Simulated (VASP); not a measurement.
# What goes wrong when the gap of SiC (Moissanite) is computed with a bad input

Some runs for the gap of SiC (Moissanite) get a fault in the input on purpose. Which of them show, and how? The starting structure is a measured crystal structure from the Crystallography Open Database. The atoms were first relaxed with LDA in that cell, in a run that isn't shown, and the relaxed structure is the one below.

Main program and level: VASP 6.6.1; Kohn-Sham DFT with plane waves and PAW; LDA.

## (1) Starting point

The structure is hexagonal, space group P6_3mc (No. 186). Conventional cell: a = 3.081 Å, b = 3.081 Å, c = 15.125 Å, α = 90.00°, β = 90.00°, γ = 120.00°. Si has 4 C at 1.89 Å nearest. Nearest to Si lie 4 C at 1.89 Å. Nearest to Si lie 4 C at 1.89 to 1.90 Å. Nearest to C lie 4 Si at 1.89 to 1.90 Å. Nearest to C lie 4 Si at 1.89 Å. Nearest to C lie 4 Si at 1.89 Å. Farther neighbours are not listed.

As a file:

```xyz
12
Lattice="3.0810 0.0000 0.0000 -1.5405 2.6682 0.0000 0.0000 0.0000 15.1248" Properties=species:S:1:pos:R:3 pbc="T T T"
Si    0.0000    1.7788   12.5986
Si    1.5405    0.8894    5.0362
Si    1.5405    0.8894   10.0804
Si    0.0000    1.7788    2.5180
Si    0.0000    0.0000    7.5584
Si    0.0000    0.0000   15.1208
C     0.0000    0.0000   13.2250
C     0.0000    0.0000    5.6626
C     0.0000    1.7788   10.7084
C     1.5405    0.8894    3.1460
C     1.5405    0.8894    8.1904
C     0.0000    1.7788    0.6280
```

## (2) Reference bands

INCAR

```
SYSTEM = SiC
PREC = Accurate
ENCUT = 460
EDIFF = 1E-06
NELM = 100
ISMEAR = 0
SIGMA = 0.03
LREAL = .FALSE.
ALGO = Normal
GGA = CA
NBANDS = 52
LORBIT = 11
LWAVE = .FALSE.
LCHARG = .FALSE.
KPAR = 16
LASPH = .TRUE.
```

POSCAR

```
SiC
1.0
    3.0810000000      0.0000000000      0.0000000000
   -1.5405000000      2.6682242691      0.0000000000
    0.0000000000      0.0000000000     15.1248000000
Si C
6 6
Direct
    0.3333333333      0.6666666667      0.8329767768
    0.6666666667      0.3333333333      0.3329767768
    0.6666666667      0.3333333333      0.6664786226
    0.3333333333      0.6666666667      0.1664786226
    0.0000000000      0.0000000000      0.4997322438
    0.0000000000      0.0000000000      0.9997322438
    0.0000000000      0.0000000000      0.8743897379
    0.0000000000      0.0000000000      0.3743897379
    0.3333333333      0.6666666667      0.7079995827
    0.6666666667      0.3333333333      0.2079995827
    0.6666666667      0.3333333333      0.5415230361
    0.3333333333      0.6666666667      0.0415230361
```

KPOINTS

```
Automatic mesh
0
Gamma
9 9 2
0 0 0
```

KPOINTS_OPT

```
Line mode
8
Line-mode
Reciprocal
  0.00000000   0.00000000   0.00000000 GAMMA
  0.50000000   0.00000000   0.00000000 M

  0.50000000   0.00000000   0.00000000 M
  0.33333333   0.33333333   0.00000000 K

  0.33333333   0.33333333   0.00000000 K
  0.00000000   0.00000000   0.00000000 GAMMA

  0.00000000   0.00000000   0.00000000 GAMMA
  0.00000000   0.00000000   0.50000000 A

  0.00000000   0.00000000   0.50000000 A
  0.50000000   0.00000000   0.50000000 L

  0.50000000   0.00000000   0.50000000 L
  0.33333333   0.33333333   0.50000000 H

  0.33333333   0.33333333   0.50000000 H
  0.00000000   0.00000000   0.50000000 A

  0.50000000   0.00000000   0.50000000 L
  0.50000000   0.00000000   0.00000000 M

  0.33333333   0.33333333   0.00000000 K
  0.33333333   0.33333333   0.50000000 H
```

The projector-augmented-wave data sets are Si and C (LDA family, release 64).

On the command line:

```bash
mpirun -np 16 vasp_std
```

What it wrote:

```text
[banner, memory and clock lines left out]
running   16 mpi-ranks, on    1 nodes
 distrk:  each k-point on    1 cores,   16 groups
 distr:  one band on    1 cores,    1 groups

 POSCAR found type information on POSCAR SiC
 POSCAR found :  2 types and      12 ions
|                                                                             |
|           W    W    AA    RRRRR   N    N  II  N    N   GGGG   !!!           |
|           W    W   A  A   R    R  NN   N  II  NN   N  G    G  !!!           |
|           W    W  A    A  R    R  N N  N  II  N N  N  G       !!!           |
|           W WW W  AAAAAA  RRRRR   N  N N  II  N  N N  G  GGG   !            |
|           WW  WW  A    A  R   R   N   NN  II  N   NN  G    G                |
|           W    W  A    A  R    R  N    N  II  N    N   GGGG   !!!           |
|                                                                             |
|     For optimal performance we recommend to set                             |
|       NCORE = 2 up to number-of-cores-per-socket                            |
|     NCORE specifies how many cores store one orbital (NPAR=cpu/NCORE).      |
|     This setting can greatly improve the performance of VASP for DFT.       |
|     The default, NCORE=1 might be grossly inefficient on modern             |
|     multi-core architectures or massively parallel machines. Do your        |
|     Unfortunately you need to use the default for GW and RPA                |
|     calculations (for HF NCORE is supported but not extensively tested      |
|     yet).                                                                   |
|                                                                             |

 LDA part: xc-table for (Slater(with rela. corr.)+CA(PZ))
 , standard interpolation
 POSCAR, INCAR and KPOINTS ok, starting setup
 FFT: planning ... GRIDC
 FFT: planning ... GRID_SOFT
 FFT: planning ... GRID
 WAVECAR not read
 entering main loop
       N       E                     dE             d eps       ncg     rms          rms(c)
DAV:   1     0.720933830442E+02    0.72093E+02   -0.18790E+04  2496   0.742E+02
DAV:   2    -0.102987920024E+03   -0.17508E+03   -0.16411E+03  3120   0.162E+02
DAV:   3    -0.111928390744E+03   -0.89405E+01   -0.88389E+01  3192   0.312E+01
DAV:   4    -0.112011284820E+03   -0.82894E-01   -0.82820E-01  3080   0.361E+00
DAV:   5    -0.112012080448E+03   -0.79563E-03   -0.79550E-03  3044   0.341E-01    0.222E+01
DAV:   6    -0.100233924981E+03    0.11778E+02   -0.17087E+01  3004   0.150E+01    0.104E+01
DAV:   7    -0.999849446947E+02    0.24898E+00   -0.38245E+00  3096   0.630E+00    0.415E+00
DAV:   8    -0.998706723298E+02    0.11427E+00   -0.18551E-01  2876   0.142E+00    0.160E+00
DAV:   9    -0.998453160764E+02    0.25356E-01   -0.28674E-02  2932   0.663E-01    0.179E-01
DAV:  10    -0.998455075049E+02   -0.19143E-03   -0.16007E-03  3028   0.134E-01    0.116E-01
DAV:  11    -0.998455640180E+02   -0.56513E-04   -0.97820E-05  2880   0.368E-02    0.312E-02
DAV:  12    -0.998455375977E+02    0.26420E-04   -0.57928E-05  2928   0.275E-02    0.205E-02
DAV:  13    -0.998455361559E+02    0.14418E-05   -0.46620E-06  2944   0.858E-03    0.727E-03
DAV:  14    -0.998455361581E+02   -0.21937E-08   -0.42555E-07  1516   0.221E-03
   1 F= -.99845536E+02 E0= -.99845536E+02  d E =-.198987E-13
 Start KPOINTS_OPT (optional k-point list driver)
k-point batch [1-24\72]
       N       E                     dE             ncg
DAV:   1     0.667724949426E+04   -0.22149E+05     2496
DAV:   2     0.278442412662E+04   -0.38928E+04     3092
DAV:   3     0.259077273343E+04   -0.19365E+03     3168
DAV:   4     0.258904419024E+04   -0.17285E+01     3128
DAV:   5     0.258902725456E+04   -0.16936E-01     3116
DAV:   6     0.258902702608E+04   -0.22848E-03     3156
DAV:   7     0.258902702266E+04   -0.34205E-05     2724
DAV:   8     0.258902702249E+04   -0.16585E-06     2388
[...]
k-point batch [49-72\72]
       N       E                     dE             ncg
DAV:   1     0.619269522942E+04   -0.30582E+05     2496
DAV:   2     0.248777438602E+04   -0.37049E+04     3036
DAV:   3     0.231422481762E+04   -0.17355E+03     3232
DAV:   4     0.231274206548E+04   -0.14828E+01     3180
DAV:   5     0.231272823199E+04   -0.13833E-01     3152
DAV:   6     0.231272805842E+04   -0.17357E-03     3200
DAV:   7     0.231272805610E+04   -0.23220E-05     2676
DAV:   8     0.231272805595E+04   -0.14444E-06     2412
```

Elapsed: 33 s, on 16 MPI ranks of Intel Xeon 6975P-C (Granite Rapids), shared host; peak memory 5.2 GiB.

Lines that name or quote the potential files are left out of all logs, and their timing lines are given in words.

From OUTCAR (step 2):

```text
ion  position               nearest neighbor table
   1  0.333  0.667  0.833-   7 1.89   7 1.89   7 1.89   9 1.89   3 3.08   3 3.08   3 3.08   6 3.09
                             6 3.09   6 3.09
   2  0.667  0.333  0.333-   8 1.89   8 1.89   8 1.89  10 1.89   4 3.08   4 3.08   4 3.08   5 3.09
                             5 3.09   5 3.09
   3  0.667  0.333  0.666-   9 1.89   9 1.89   9 1.89  11 1.89   1 3.08   1 3.08   1 3.08   5 3.09
                             5 3.09   5 3.09
   4  0.333  0.667  0.166-  10 1.89  10 1.89  10 1.89  12 1.89   2 3.08   2 3.08   2 3.08   6 3.09
                             6 3.09   6 3.09
   5  0.000  0.000  0.500-  11 1.89  11 1.89  11 1.89   8 1.90   3 3.09   3 3.09   3 3.09   2 3.09
                             2 3.09   2 3.09
   6  0.000  0.000  1.000-  12 1.89  12 1.89  12 1.89   7 1.90   4 3.09   4 3.09   4 3.09   1 3.09
                             1 3.09   1 3.09
   7  0.000  0.000  0.874-   1 1.89   1 1.89   1 1.89   6 1.90
   8  0.000  0.000  0.374-   2 1.89   2 1.89   2 1.89   5 1.90
   9  0.333  0.667  0.708-   3 1.89   3 1.89   3 1.89   1 1.89
  10  0.667  0.333  0.208-   4 1.89   4 1.89   4 1.89   2 1.89
  11  0.667  0.333  0.542-   5 1.89   5 1.89   5 1.89   3 1.89
  12  0.333  0.667  0.042-   6 1.89   6 1.89   6 1.89   4 1.89

  LATTYP: Found a hexagonal cell.
 ALAT       =     3.0810000000
 C/A-ratio  =     4.9090555015

 Subroutine GETGRP returns: Found 12 space group operations
 (whereof  6 operations were pure point group operations)

The static configuration has the point symmetry C_3v.
 The point group associated with its full space group is C_6v.

 Found     24 irreducible k-points:

   k-points           NKPTS =     24   k-points in BZ     NKDIM =     24   number of bands    NBANDS=     52

   dimension x,y,z NGX =    24 NGY =   24 NGZ =  108
   dimension x,y,z NGXF=    48 NGYF=   48 NGZF=  216

   ENCUT  =  460.0 eV  33.81 Ry    5.81 a.u.   5.39  5.39 26.45*2*pi/ulx,y,z

   NELECT =      48.0000    total number of electrons

 k-points in reciprocal lattice and weights: Automatic mesh
   0.00000000  0.00000000  0.00000000       0.006
   0.11111111 -0.00000000  0.00000000       0.037
   0.22222222 -0.00000000  0.00000000       0.037
   0.33333333 -0.00000000  0.00000000       0.037
   0.44444444 -0.00000000  0.00000000       0.037
   0.11111111  0.11111111  0.00000000       0.037
   0.22222222  0.11111111  0.00000000       0.074
   0.33333333  0.11111111  0.00000000       0.074
   0.44444444  0.11111111  0.00000000       0.037
[...]
0.33333333  0.22222222  0.50000000       0.074
   0.33333333  0.33333333  0.50000000       0.012

 average (electrostatic) potential at core
       1 -81.9276       2 -81.9276       3 -81.9441       4 -81.9441       5 -81.9931
       6 -81.9931       7 -49.0274       8 -49.0274       9 -49.0402      10 -49.0402
      11 -49.1005      12 -49.1005

 E-fermi :   8.2359

 k-point     1 :       0.0000    0.0000    0.0000
  band No.  band energies     occupation
    ...
     20       7.7888      2.00000
     21       7.7888      2.00000
     22       8.0498      2.00000
     23       8.0918      2.00000
     24       8.0918      2.00000
     25      13.2196      0.00000
     26      13.3875      0.00000
     27      13.7962      0.00000
     28      14.3130      0.00000
     29      14.4170      0.00000
    ...

 k-point     2 :       0.1111   -0.0000    0.0000
  band No.  band energies     occupation
    ...
     20       7.3616      2.00000
     21       7.5386      2.00000
     22       7.5913      2.00000
     23       7.9140      2.00000
     24       7.9979      2.00000
     25      13.3907      0.00000
     26      13.6674      0.00000
     27      13.7883      0.00000
     28      14.3416      0.00000
     29      14.4940      0.00000
    ...

 k-point     3 :       0.2222   -0.0000    0.0000
  band No.  band energies     occupation
    ...
     20       6.4853      2.00000
     21       7.0735      2.00000
     22       7.1052      2.00000
     23       7.5115      2.00000
     24       7.6626      2.00000
     25      12.0059      0.00000
     26      12.3077      0.00000
     27      12.6274      0.00000
     28      13.2947      0.00000
     29      13.9664      0.00000
    ...

  Total       -3.4301094     -3.4301094     -3.5745954      0.0000000     -0.0000000      0.0000000
  in kB      -44.1992490    -44.1992490    -46.0610470      0.0000000     -0.0000000      0.0000000
  external PRESSURE =     -44.8198483 kB  Pullay stress =       0.0000000 kB

  energy-cutoff  :      460.00
  volume of cell :      124.34
      direct lattice vectors                 reciprocal lattice vectors
     3.081000000  0.000000000  0.000000000     0.324569945  0.187390545  0.000000000
    -1.540500000  2.668224269  0.000000000     0.000000000  0.374781090  0.000000000
     0.000000000  0.000000000 15.124800000     0.000000000  0.000000000  0.066116577

 POSITION                                       TOTAL-FORCE (eV/Angst)
 -----------------------------------------------------------------------------------
     -0.00000      1.77882     12.59861         0.000000     -0.000000      0.000234
      1.54050      0.88941      5.03621        -0.000000      0.000000      0.000234
      1.54050      0.88941     10.08036         0.000000     -0.000000      0.005154
     -0.00000      1.77882      2.51796        -0.000000     -0.000000      0.005154
      0.00000      0.00000      7.55835        -0.000000      0.000000      0.001774
      0.00000      0.00000     15.12075        -0.000000     -0.000000      0.001774
      0.00000      0.00000     13.22497        -0.000000      0.000000     -0.006823
      0.00000      0.00000      5.66257         0.000000     -0.000000     -0.006823
     -0.00000      1.77882     10.70835        -0.000000     -0.000000      0.000369
      1.54050      0.88941      3.14595         0.000000     -0.000000      0.000369
      1.54050      0.88941      8.19043         0.000000      0.000000     -0.000709
     -0.00000      1.77882      0.62803        -0.000000     -0.000000     -0.000709
 -----------------------------------------------------------------------------------
    total drift:                                0.000000      0.000000      0.000025

  FREE ENERGIE OF THE ION-ELECTRON SYSTEM (eV)
  ---------------------------------------------------
  free  energy   TOTEN  =       -99.8455361581 eV

  energy  without entropy=      -99.8455361581  energy(sigma->0) =      -99.84553616

 total charge
# of ion       s       p       d       tot
------------------------------------------
    1        0.713   0.978   0.000   1.692
    2        0.713   0.978   0.000   1.692
    3        0.713   0.981   0.000   1.694
    4        0.713   0.981   0.000   1.694
    5        0.713   0.980   0.000   1.692
    6        0.713   0.980   0.000   1.692
    7        0.830   1.709   0.000   2.540
    8        0.830   1.709   0.000   2.540
    9        0.830   1.709   0.000   2.539
   10        0.830   1.709   0.000   2.539
   11        0.830   1.708   0.000   2.538
   12        0.830   1.708   0.000   2.538
--------------------------------------------------
tot          9.257  16.133   0.000  25.390

[... 3 further parts left out ...]
```

At this level the cell is under a tension of 4.5 GPa, so at these settings it is away from equilibrium.

The reference gap is 1.962 eV.

## (3) Bands with too few electronic steps

A slip made on purpose: too few electronic steps. Against step 2 the input has NELM = 4.

INCAR, as its differences from that of step 2:

```diff
@@ -4,3 +4,3 @@
 EDIFF = 1E-06
-NELM = 100
+NELM = 4
 ISMEAR = 0
```

POSCAR is that of step 2.

KPOINTS is that of step 2.

KPOINTS_OPT is that of step 2.

On the command line:

```bash
mpirun -np 16 vasp_std
```

What it wrote:

```text
[banner, memory and clock lines left out]
running   16 mpi-ranks, on    1 nodes
[...]
[... a notice as in an earlier step ...]

 LDA part: xc-table for (Slater(with rela. corr.)+CA(PZ))
 , standard interpolation
 POSCAR, INCAR and KPOINTS ok, starting setup
[...]
entering main loop
       N       E                     dE             d eps       ncg     rms          rms(c)
[... 4 cycles as in an earlier step ...]
|                                                                             |
|           W    W    AA    RRRRR   N    N  II  N    N   GGGG   !!!           |
|           W    W   A  A   R    R  NN   N  II  NN   N  G    G  !!!           |
|           W    W  A    A  R    R  N N  N  II  N N  N  G       !!!           |
|           W WW W  AAAAAA  RRRRR   N  N N  II  N  N N  G  GGG   !            |
|           WW  WW  A    A  R   R   N   NN  II  N   NN  G    G                |
|           W    W  A    A  R    R  N    N  II  N    N   GGGG   !!!           |
|                                                                             |
|     The electronic self-consistency was not achieved in the given           |
|     number of steps (NELM). The forces and other quantities evaluated       |
|     might not be reliable so examine the results carefully. If you find     |
|     spurious results, we suggest increasing NELM, if you were close to      |
|     convergence or switching to a different ALGO or adjusting the           |
|     density mixing parameters otherwise.                                    |
|                                                                             |

   1 F= -.11201128E+03 E0= -.11201128E+03  d E =-.272224E-17
 Start KPOINTS_OPT (optional k-point list driver)
k-point batch [1-24\72]
       N       E                     dE             ncg
DAV:   1     0.634534750821E+04   -0.22481E+05     2496
DAV:   2     0.239117941873E+04   -0.39542E+04     3100
DAV:   3     0.219502994663E+04   -0.19615E+03     3168
DAV:   4     0.219326668375E+04   -0.17633E+01     3096
[...]
k-point batch [49-72\72]
       N       E                     dE             ncg
DAV:   1     0.586623774624E+04   -0.30908E+05     2496
DAV:   2     0.210318695044E+04   -0.37631E+04     3040
DAV:   3     0.192687162783E+04   -0.17632E+03     3232
DAV:   4     0.192534603024E+04   -0.15256E+01     3160
```

Wall time 13 s (16 MPI ranks); peak memory 4.9 GiB.

OUTCAR, selected parts (step 3):

```text
  Total       53.5246762     53.5246762     52.3782355      0.0000000      0.0000000      0.0000000
  in kB      689.7011688    689.7011689    674.9285162      0.0000000      0.0000000      0.0000000
  external PRESSURE =     684.7769513 kB  Pullay stress =       0.0000000 kB

 POSITION                                       TOTAL-FORCE (eV/Angst)
 -----------------------------------------------------------------------------------
     -0.00000      1.77882     12.59861         0.000000      0.000000      0.063378
      1.54050      0.88941      5.03621         0.000000     -0.000000      0.063378
      1.54050      0.88941     10.08036        -0.000000     -0.000000     -0.006764
     -0.00000      1.77882      2.51796         0.000000      0.000000     -0.006764
      0.00000      0.00000      7.55835         0.000000     -0.000000      0.017156
      0.00000      0.00000     15.12075         0.000000     -0.000000      0.017156
      0.00000      0.00000     13.22497         0.000000      0.000000     -0.048176
      0.00000      0.00000      5.66257         0.000000      0.000000     -0.048176
     -0.00000      1.77882     10.70835        -0.000000     -0.000000      0.007106
      1.54050      0.88941      3.14595         0.000000      0.000000      0.007106
      1.54050      0.88941      8.19043         0.000000      0.000000     -0.032700
     -0.00000      1.77882      0.62803        -0.000000      0.000000     -0.032700
 -----------------------------------------------------------------------------------
    total drift:                                0.000000      0.000000     -0.001253

  FREE ENERGIE OF THE ION-ELECTRON SYSTEM (eV)
  ---------------------------------------------------
  free  energy   TOTEN  =      -112.0112848204 eV

  energy  without entropy=     -112.0112848204  energy(sigma->0) =     -112.01128482

[... 2 parts as in an earlier step ...]

[... 1 further part left out ...]
[key lines of the parts left out:]
E-fermi :   5.9901
```

The electronic loop didn't reach EDIFF within its 4 cycles (NELM).

(Continued in part 2 of 2.)

[Lines on the potential files, build, host, timing and source positions are cut from VASP's logs without a mark.]

[Logs are printed without paths, hosts, clocks, repeated set-up lines and the standing remarks that a program may print on its own settings, such as how far it seeks lower states.]

[Hosts, paths, dates, database ids (printed as entryN), source tags and the programs' standing remarks are cut or masked in the printed files.]
